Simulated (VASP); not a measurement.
# TbCu2S2 (P-3m1) in VASP: equation of state, part 2 of 2

VASP 6.6.1. The steps go on from the part before.

### 6 Equation of state, PBE, collinear spin, ferromagnetic start, 17.94 Å³/atom (volume scaled by 1.04)

File INCAR:

```
PREC = Accurate
ENCUT = 520
EDIFF = 1E-7
ISMEAR = -1
SIGMA = 0.05
LREAL = False
LASPH = True
NELM = 120
ALGO = Normal
ISIF = 2
LWAVE = False
LCHARG = False
ISPIN = 2
MAGMOM = 6 0.6 0.6 0 0
LORBIT = 11
LMAXMIX = 6
GGA = PE
NBANDS = 38
```

File KPOINTS:

```
Automatic mesh
0
Gamma
  8 8 4
```

File POSCAR:

```
TbCu2S2
1.0
    4.0059851426      0.0000000000      0.0000000000
   -2.0029925713      3.4692849007      0.0000000000
    0.0000000000      0.0000000000      6.4557372341
Tb Cu S
1 2 2
Direct
    0.0000000000      0.0000000000      0.0000000000
    0.3333333333      0.6666666667      0.3285090000
    0.6666666667      0.3333333333      0.6714910000
    0.3333333333      0.6666666667      0.7294860000
    0.6666666667      0.3333333333      0.2705140000
```

Potentials or basis: VASP PAW PBE potentials, release 64 (Tb, Cu, S).

The run is started by

```bash
cat potpaw_PBE.64/Tb/POTCAR potpaw_PBE.64/Cu/POTCAR potpaw_PBE.64/S/POTCAR > POTCAR
mpirun -np 1 vasp_std > vasp.out
```

OUTCAR:

```text
PREC = Accurate
   ENCUT = 520
   EDIFF = 1E-7
   ISMEAR = -1
   LREAL = False
   LASPH = True
   NELM = 120
   ISIF = 2
   ISPIN = 2
   LORBIT = 11
   GGA = PE

 Found     35 irreducible k-points:

 Following reciprocal coordinates:
            Coordinates               Weight
  0.000000  0.000000  0.000000      1.000000
  0.125000 -0.000000  0.000000      6.000000
  0.250000 -0.000000  0.000000      6.000000
  0.375000  0.000000  0.000000      6.000000
  0.500000 -0.000000  0.000000      3.000000
  0.125000  0.125000  0.000000      6.000000
   k-points           NKPTS =     35   k-points in BZ     NKDIM =     35   number of bands    NBANDS=     38
   number of dos      NEDOS =    301   number of ions     NIONS =      5
   total plane-waves  NPLWV =  43200
   dimension x,y,z NGX =    30 NGY =   30 NGZ =   48
   dimension x,y,z NGXF=    60 NGYF=   60 NGZF=   96
   ions per type =               1   2   2
   NGX,Y,Z   is equivalent  to a cutoff of  12.45, 12.45, 12.36 a.u.
[... 572 lines left out ...]
  -------------------------------------------------------------------------------------
  Total       -1.1840494     -1.1840494     -0.6009926      0.0000000      0.0000000     -0.0000000
  in kB      -21.1439072    -21.1439072    -10.7320959      0.0000000      0.0000000     -0.0000000
  external PRESSURE =     -17.6733034 kB  Pullay stress =       0.0000000 kB

 VOLUME and BASIS-vectors are now :
 -----------------------------------------------------------------------------
  energy-cutoff  :      520.00
  volume of cell :       89.72
      direct lattice vectors                 reciprocal lattice vectors
     4.005985143  0.000000000  0.000000000     0.249626487  0.144121920  0.000000000
    -2.002992571  3.469284901  0.000000000     0.000000000  0.288243839  0.000000000
     0.000000000  0.000000000  6.455737234     0.000000000  0.000000000  0.154900976

 POSITION                                       TOTAL-FORCE (eV/Angst)
 -----------------------------------------------------------------------------------
      0.00000      0.00000      0.00000         0.000000      0.000000      0.000000
     -0.00000      2.31286      2.12077         0.000000      0.000000      0.139863
      2.00299      1.15643      4.33497        -0.000000     -0.000000     -0.139863
     -0.00000      2.31286      4.70937         0.000000     -0.000000      0.125561
      2.00299      1.15643      1.74637        -0.000000      0.000000     -0.125561
 -----------------------------------------------------------------------------------
    total drift:                               -0.000000      0.000000      0.000000

  FREE ENERGIE OF THE ION-ELECTRON SYSTEM (eV)
  ---------------------------------------------------
  free  energy   TOTEN  =       -29.6161388145 eV

  energy  without entropy=      -29.5472047911  energy(sigma->0) =      -29.58167180

 total charge

# of ion       s       p       d       f       tot
--------------------------------------------------
    1        2.018   5.643   0.432   8.280  16.374
    2        0.363   0.330   9.265   0.000   9.957
    3        0.363   0.330   9.265   0.000   9.957
    4        1.311   2.389   0.000   0.000   3.700
    5        1.311   2.389   0.000   0.000   3.700
--------------------------------------------------
tot          5.366  11.080  18.961   8.280  43.688

 magnetization (x)

# of ion       s       p       d       f       tot
--------------------------------------------------
    1       -0.006  -0.055   0.028   5.498   5.465
    2       -0.007  -0.003  -0.008   0.000  -0.017
    3       -0.007  -0.003  -0.008   0.000  -0.017
    4       -0.002  -0.014   0.000   0.000  -0.016
    5       -0.002  -0.014   0.000   0.000  -0.016
--------------------------------------------------
tot         -0.023  -0.088   0.012   5.498   5.399
```

OSZICAR:

```text
N       E                     dE             d eps       ncg     rms          rms(c)
DAV:   1     0.423399831169E+03    0.42340E+03   -0.20700E+04  7368   0.584E+03
DAV:   2     0.641332844375E+02   -0.35927E+03   -0.33196E+03  6456   0.645E+02
[... 47 lines left out ...]
DAV:  50    -0.296161364806E+02   -0.56851E-05   -0.96698E-06  9212   0.137E-01    0.385E-02
DAV:  51    -0.296161406472E+02   -0.41666E-05   -0.64581E-06  9892   0.744E-02    0.355E-02
DAV:  52    -0.296161401958E+02    0.45143E-06   -0.82911E-07  7696   0.280E-02    0.268E-02
DAV:  53    -0.296161398156E+02    0.38020E-06   -0.25024E-07  5228   0.108E-02    0.192E-02
DAV:  54    -0.296161388848E+02    0.93075E-06   -0.23214E-07  5148   0.234E-02    0.975E-03
DAV:  55    -0.296161388145E+02    0.70361E-07   -0.70152E-08  3368   0.883E-03
   1 F= -.29616139E+02 E0= -.29581672E+02  d E =-.689340E-01  mag=     5.4818
```

It took 9.9 min on 1 thread of Intel Xeon Platinum 8559C (Emerald Rapids), shared host; peak memory 0.39 GiB.

What came out:

```
Free energy                                           : -29.6161 eV
Pressure                                              : -1.8 GPa
Largest force                                         : 0.140 eV/Å
Band gap on the k mesh                                : none (metal or under the smearing width)
Net moment                                            : 5.48 μB per cell
Site moments                                          : Tb +5.46; Cu -0.02; S -0.02 μB
Valence electrons inside the program's atomic spheres : Tb 16.37; Cu 9.96; S 3.70
```

Caveat: the magnetic or orbital state may not be the lowest; spin-orbit coupling is left out, which moves the levels of the heavy elements; without U or exact exchange the open f shell lies at the Fermi level, which spoils levels, moments and volumes.

### 7 Equation of state, PBE, collinear spin, ferromagnetic start

This step only gathers the single runs of the series.

What came out:

```yaml
Equilibrium_volume: 17.56 Å³/atom
Bulk_modulus_at_fixed_shape_and_positions: 83 GPa
Pressure_derivative_of_the_bulk_modulus: 4.5
```

Energy against volume, from the lowest point:
```tsv
volume (Å³/atom)	energy (meV/atom)
16.219	31.08
16.564	16.53
16.909	6.81
17.254	1.45
17.599	0.00
17.944	2.02
```

Caveat: the magnetic or orbital state may not be the lowest; the cell was scaled at fixed shape and fractional positions, which overstates the stiffness of a crystal with free parameters, most of all of layers and chains; spin-orbit coupling is left out, which moves the levels of the heavy elements; without U or exact exchange the open f shell lies at the Fermi level, which spoils levels, moments and volumes. The state reached can hang on the start; a lower one may exist.
